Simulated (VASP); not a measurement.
A convergence study with VASP on MgO (rock salt): one setting is varied, all else stays as given below, so the limit is that of these other settings. Each run relaxes cell and ions from the cell shown.

```yaml
crystal:
  lattice:
    - [0.00000, 2.10500, 2.10500]
    - [2.10500, 0.00000, 2.10500]
    - [2.10500, 2.10500, 0.00000]
  atoms:
    - { symbol: Mg, position: [0.00000, 0.00000, 0.00000] }
    - { symbol: O, position: [0.50000, 0.50000, 0.50000] }
```

Method: LDA (Ceperley-Alder, Perdew-Zunger), VASP's LDA PAW potentials (set 64) (plane waves; VASP). The tightest run used: 700 eV cut-off, 15×15×15 Γ-centred mesh, Gaussian smearing of 0.050 eV, potentials Mg O.

Gaps are read on the run's mesh, which can miss a band edge.

```csv
setting,relaxed volume (Å³/atom),E (eV/atom),gap on the mesh (eV),irreducible k-points
2×2×2 mesh,9.154,-6.2660,4.544,3
3×3×3 mesh,8.922,-6.6782,5.067,4
4×4×4 mesh,8.897,-6.7208,5.140,8
```

Problem. These are the cheaper rows. Estimate the results at 15×15×15 mesh, and how far the last row shown lies from them.

Solution. 
| quantity | tightest run | last row shown is off by |
|---|---|---|
| relaxed volume (Å³/atom) | 8.894 | 0.002 |
| E (eV/atom) | -6.7276 | 0.0068 |
| gap on the mesh (eV) | 5.153 | -0.013 |

Left out are rungs that failed or repeat a setting and relaxations that didn't move; long series are thinned to 24 rows.

The compound is MgO in the rock salt structure.
